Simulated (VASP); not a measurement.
Level of theory: PBE GGA, VASP's PBE PAW potentials (set 64) (plane waves; VASP).

VASP input:

### INCAR
```
! general
SYSTEM =BaF2
PREC   =Accurate
ENCUT  =520
LREAL  =.FALSE.
LASPH  =.TRUE.

! electronic loop
EDIFF  =1E-6
NELM   =100
ALGO   =Normal
LMAXMIX=4

! smearing
ISMEAR =0
SIGMA  =0.05

! functional
GGA    =PE

! ions
ISIF   =2

! output
LWAVE  =.FALSE.
LCHARG =.FALSE.
```

KPOINTS:
```
Regular mesh
0
Monkhorst-Pack
 3 3 3
0 0 0
```

**POSCAR**
```
BaF2
4.4717430
  0.0000000000   0.7071068261   0.7071068261
  0.7071068261   0.0000000000   0.7071068261
  0.7071068261   0.7071068261   0.0000000000
Ba F
1 2
Cart
  0.0000000000   0.0000000000   0.0000000000
  0.3535534131   0.3535534131   0.3535534131
  1.0606602392   1.0606602392   1.0606602392
```

POTCAR, in this order: Ba_sv F (PBE.64 set). Program: vasp_std.

Question: What will the output report for the number of irreducible k-points (NKPTS), number of bands (NBANDS), largest plane-wave count, number of space-group operations, FFT grid (NGX, NGY, NGZ)?

Answer: 
The number of irreducible k-points (NKPTS) is 4 and the number of bands (NBANDS) is 16. The largest plane-wave count is 1712 and the number of space-group operations is 48. The FFT grid (NGX, NGY, NGZ) comes out as 36 × 36 × 36.

The compound is BaF2 in the fluorite structure. The cell was not relaxed at this level. The k-mesh is coarse (spacing up to 0.57 per Å, 2π included), so the numbers may not be converged in it. The run is one of a series of settings (KPOINTS 3×3×3 Monkhorst-Pack mesh against the base run), some of them coarse on purpose.
